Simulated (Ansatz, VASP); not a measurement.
**MoN2: VASP beside Ansatz**

```
CELL_PARAMETERS angstrom
3.01652 0.00000 0.00000
-1.50826 2.61238 0.00000
0.00000 0.00000 7.03349
ATOMIC_POSITIONS crystal
Mo 0.33333 0.66667 0.25000
Mo 0.66667 0.33333 0.75000
N 0.33333 0.66667 0.60113
N 0.66667 0.33333 0.10113
N 0.33333 0.66667 0.89887
N 0.66667 0.33333 0.39887
```

Alike in both runs: functional PBE; dispersion D3(BJ); k mesh 15 × 15 × 6; occupations gaussian, width 0.1 eV; no spin polarisation.

Ansatz relaxed the structure, and its values are those at the end. VASP's run is a single point on that final structure, the one shown.

|  | VASP | Ansatz |
| --- | --- | --- |
| version | VASP 6.6.1 | Ansatz 0.2.0 |
| potentials or method | VASP PAW PBE potentials, release 64 (Mo_sv, N) | scalar-relativistic, plane waves, PAW |
| plane-wave cutoff (eV) | 520 | 600 |
| valence electrons in the cell | 48 | 48 |

|  | VASP | Ansatz | Ansatz less VASP |
| --- | --- | --- | --- |
| gap on the k mesh at the Fermi level (eV) | none | none | - |
| pressure (GPa) | 20.9 | 20.4 | -0.53 |
| rms of the force components (eV/Å) | 0.018 | 0.000 | -0.0180 |

A gap of «none» marks a metal or a gap that the smearing closes.

Caveats: so large a pressure means that the cell lies far from this level's equilibrium, or that cutoff or potentials fall short (VASP); pairwise dispersion overbinds metals, which lowers pressure and volume.
